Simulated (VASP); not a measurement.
Pd (fcc) is relaxed at rising pressure, each step from the one before. Symmetry mostly holds the structure type, and other phases were not tried. The mesh follows the cell, and a change of mesh leaves a small step in the series.

```
CELL_PARAMETERS angstrom
      0.00000     1.92074     1.92074
      1.92074     0.00000     1.92074
      1.92074     1.92074     0.00000
ATOMIC_POSITIONS crystal
  Pd 0.00000 0.00000 0.00000
```

Method: LDA (Ceperley-Alder, Perdew-Zunger), VASP's LDA PAW potentials (set 64) (plane waves; VASP). Numerical set-up: 500 eV cut-off, 16×16×16 Γ-centred mesh, first-order Methfessel-Paxton smearing of 0.10 eV, potentials Pd.

```
P (GPa)  V (Å³/atom)  H − H(0) (eV/atom)  space group  gap on the mesh (eV)    k-mesh
-------  -----------  ------------------  -----------  --------------------  --------
0              14.17               0.000        Fm-3m                  0.00  16×16×16
5                  …                   …        Fm-3m                  0.00  16×16×16
10             13.63               0.867        Fm-3m                  0.00  16×16×16
20             13.17               1.705        Fm-3m                  0.00  17×17×17
30             12.80               2.515        Fm-3m                  0.00  17×17×17
45                 …                   …        Fm-3m                  0.00  17×17×17
```

**Question.** Some entries are withheld; supply them.

**Answer.** 
- 45, V (Å³/atom): 12.35
- 45, H − H(0) (eV/atom): 3.692
- 5, V (Å³/atom): 13.88
- 5, H − H(0) (eV/atom): 0.438

Pressures at which the relaxation failed are left out.

The compound is Pd in the fcc structure.
